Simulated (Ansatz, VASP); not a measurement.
# Hf2SnSe6 in VASP and in Ansatz

The input INCAR:

```
SYSTEM = Hf2SnSe6
  ALGO = Normal
  EDIFF = 1E-6
  ENCUT = 520
  GGA = PE
  ISIF = 2
  ISMEAR = 0
  LASPH = .TRUE.
  LCHARG = .FALSE.
  LREAL = .FALSE.
  LWAVE = .FALSE.
  NBANDS = 45
  NELM = 80
  PREC = Accurate
  SIGMA = 0.1
```

KPOINTS

```
k-points
0
G
  3 3 3
  0 0 0
```

Contents of POSCAR:

```
Hf2SnSe6
1.0
    3.3059391000      1.9086848000      7.1823550000
   -3.3059391000      1.9086848000      7.1823550000
    0.0000000000     -3.8173697000      7.1823550000
Hf Sn Se
2 1 6
Direct
    0.1666490000      0.1666490000      0.1666490000
    0.8333510000      0.8333510000      0.8333510000
    0.5000000000      0.5000000000      0.5000000000
    0.2340500000      0.5736660000      0.9131810000
    0.9131810000      0.2340500000      0.5736660000
    0.5736660000      0.9131810000      0.2340500000
    0.7659500000      0.4263340000      0.0868190000
    0.4263340000      0.0868190000      0.7659500000
    0.0868190000      0.7659500000      0.4263340000
```

Input for Ansatz:

```yaml
crystal:
  lattice:
    - [3.3059391, 1.9086848, 7.182355]
    - [-3.3059391, 1.9086848, 7.182355]
    - [0.0, -3.8173697, 7.182355]
  atoms:
    - { symbol: Hf, position: [0.166649, 0.166649, 0.166649] }
    - { symbol: Hf, position: [0.833351, 0.833351, 0.833351] }
    - { symbol: Sn, position: [0.5, 0.5, 0.5] }
    - { symbol: Se, position: [0.23405, 0.573666, 0.913181] }
    - { symbol: Se, position: [0.913181, 0.23405, 0.573666] }
    - { symbol: Se, position: [0.573666, 0.913181, 0.23405] }
    - { symbol: Se, position: [0.76595, 0.426334, 0.086819] }
    - { symbol: Se, position: [0.426334, 0.086819, 0.76595] }
    - { symbol: Se, position: [0.086819, 0.76595, 0.426334] }
basis:
  ecutwfc: 420
kpoints:
  mp_grid: { grid: [3, 3, 3] }
hamiltonian:
  xc: pbe
scf:
  occupations: { method: gaussian, width: 0.1 }
  lower_state_search: "off"
output:
  forces: true
  stress: true
  eigenvalues: true
```

Alike in both runs: task single point; functional PBE; k mesh 3 × 3 × 3; occupations gaussian, width 0.1 eV; no spin polarisation.

|  | VASP | Ansatz |
| --- | --- | --- |
| version | VASP 6.6.1 | Ansatz 0.2.0 |
| potentials or method | VASP PAW PBE potentials, release 64 (Hf_pv, Sn_d, Se) | scalar-relativistic, plane waves, PAW |
| plane-wave cutoff (eV) | 520 | 420 |
| valence electrons in the cell | 70 | 162 |

|  | VASP | Ansatz | Ansatz less VASP |
| --- | --- | --- | --- |
| gap on the k mesh at the Fermi level (eV) | 0.18 | 0.17 | -0.005 |
| least direct gap on the mesh (eV) | 0.60 | 0.59 | -0.005 |
| pressure (GPa) | -0.2 | 0.0 | +0.17 |
| rms of the force components (eV/Å) | 0.020 | 0.004 | -0.0164 |

Atom by atom the forces differ by 0.017 eV/Å (rms over components). The two sets of potentials don't hold the same shells in valence.

Caveats: spin-orbit coupling is left out, which moves the levels of the heavy elements; an odd mesh through Γ misses points on the zone boundary, where band edges often lie.
